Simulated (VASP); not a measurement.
Output of a VASP run:

OSZICAR:
```
       N       E                     dE             d eps       ncg     rms          rms(c)
DAV:   1     0.989230652666E+02    0.98923E+02   -0.58000E+03    38   0.633E+02
DAV:   2    -0.735058458992E+00   -0.99658E+02   -0.92406E+02    37   0.172E+02
DAV:   3    -0.957949679302E+01   -0.88444E+01   -0.87452E+01    44   0.516E+01
DAV:   4    -0.970973884436E+01   -0.13024E+00   -0.13006E+00    30   0.776E+00
DAV:   5    -0.971317119649E+01   -0.34324E-02   -0.34323E-02    45   0.114E+00    0.978E+00
DAV:   6    -0.885213040243E+01    0.86104E+00   -0.53661E+00    30   0.175E+01    0.484E+00
DAV:   7    -0.873165150502E+01    0.12048E+00   -0.69244E-01    30   0.684E+00    0.268E+00
DAV:   8    -0.874419214269E+01   -0.12541E-01   -0.63362E-02    37   0.188E+00    0.575E-01
DAV:   9    -0.874610241840E+01   -0.19103E-02   -0.11252E-02    37   0.879E-01    0.143E-01
DAV:  10    -0.874675434679E+01   -0.65193E-03   -0.17748E-03    30   0.296E-01    0.721E-02
DAV:  11    -0.874728778331E+01   -0.53344E-03   -0.11016E-03    30   0.192E-01    0.301E-02
DAV:  12    -0.874763888053E+01   -0.35110E-03   -0.19806E-04    30   0.725E-02    0.220E-02
DAV:  13    -0.874800798690E+01   -0.36911E-03   -0.36434E-04    30   0.678E-02    0.147E-02
DAV:  14    -0.874806050080E+01   -0.52514E-04   -0.18083E-05    30   0.197E-02    0.886E-03
DAV:  15    -0.874812236872E+01   -0.61868E-04   -0.55353E-05    30   0.252E-02    0.562E-03
DAV:  16    -0.874812265577E+01   -0.28705E-06   -0.21885E-06    36   0.766E-03
   1 F= -.87481227E+01 E0= -.87500553E+01  d E =0.579791E-02
```

File OUTCAR:
```
------------------------ aborting loop because EDIFF is reached ----------------------------------------
  FORCE on cell =-STRESS in cart. coord.  units (eV):
  Direction    XX          YY          ZZ          XY          YZ          ZX
  --------------------------------------------------------------------------------------
  Total        1.7293000      1.7293006     -0.1627729     -0.0000003      0.0000000     -0.0000000
  in kB       14.0049048     14.0049089     -1.3182319     -0.0000022      0.0000000     -0.0000000
  external PRESSURE =       8.8971939 kB  Pullay stress =       0.0000000 kB
  volume of cell :      197.83
      direct lattice vectors                 reciprocal lattice vectors
     3.667669000  0.000000000  0.000000000     0.272652739  0.157416152  0.000000000
    -1.833835000  3.176295000  0.000000000     0.000000000  0.314832218  0.000000000
     0.000000000  0.000000000 16.982038000     0.000000000  0.000000000  0.058885747
 POSITION                                       TOTAL-FORCE (eV/Angst)
 -----------------------------------------------------------------------------------
      0.00000      0.00000      8.49102         0.000000      0.000000      0.000000
     -0.00000      2.11753      9.98204         0.000000      0.000000     -0.028567
      1.83384      1.05876      7.00000        -0.000000     -0.000000      0.028567
 -----------------------------------------------------------------------------------
    total drift:                               -0.000000     -0.000000      0.000000
  FREE ENERGIE OF THE ION-ELECTRON SYSTEM (eV)
  ---------------------------------------------------
  free  energy   TOTEN  =        -8.7481226558 eV

  energy  without entropy=       -8.7539205613  energy(sigma->0) =       -8.75005529
```
(Selected blocks of OUTCAR.)

### POSCAR
```
PtSe2
1
    3.6676690000     0.0000000000     0.0000000000
   -1.8338350000     3.1762950000     0.0000000000
    0.0000000000     0.0000000000    16.9820380000
Pt Se
1 2
Direct
  0.0000000000   0.0000000000   0.5000000000
  0.3333330000   0.6666670000   0.5878000000
  0.6666670000   0.3333330000   0.4122000000
```

Q: Reconstruct the remaining input files.

A: Several could match; the one computed here: the input of the run itself, PBE GGA, plane waves, VASP's PBE PAW potentials (set 64).

KPOINTS:
```
Automatic mesh
0
Gamma
1 1 1
0 0 0
```

INCAR:
```
# general
SYSTEM  = PtSe2
PREC    = Accurate
ENCUT   = 300   # plane-wave cut-off (eV)
LREAL   = .FALSE.
LASPH   = .TRUE.   # aspherical one-centre terms

# electronic loop
EDIFF   = 1E-6   # SCF stop (eV)
NELM    = 100   # most electronic steps
ALGO    = Normal   # blocked Davidson
LMAXMIX = 6   # l cut-off of mixed one-centre charges

# smearing
ISMEAR  = 1   # Methfessel-Paxton
SIGMA   = 0.05   # width (eV)

# functional
GGA     = PE   # PBE

# ions
ISIF    = 2

# output
LWAVE   = .FALSE.
LCHARG  = .FALSE.
```

POTCAR, in this order: Pt Se (PBE.64 set). Program: vasp_std.

At this cut-off the stress carries a Pulay error, which pulls relaxed volumes low. The cell holds a wide vacuum, so values per volume refer to the whole cell.

The cell is a sheet with vacuum, built from a generated structure.
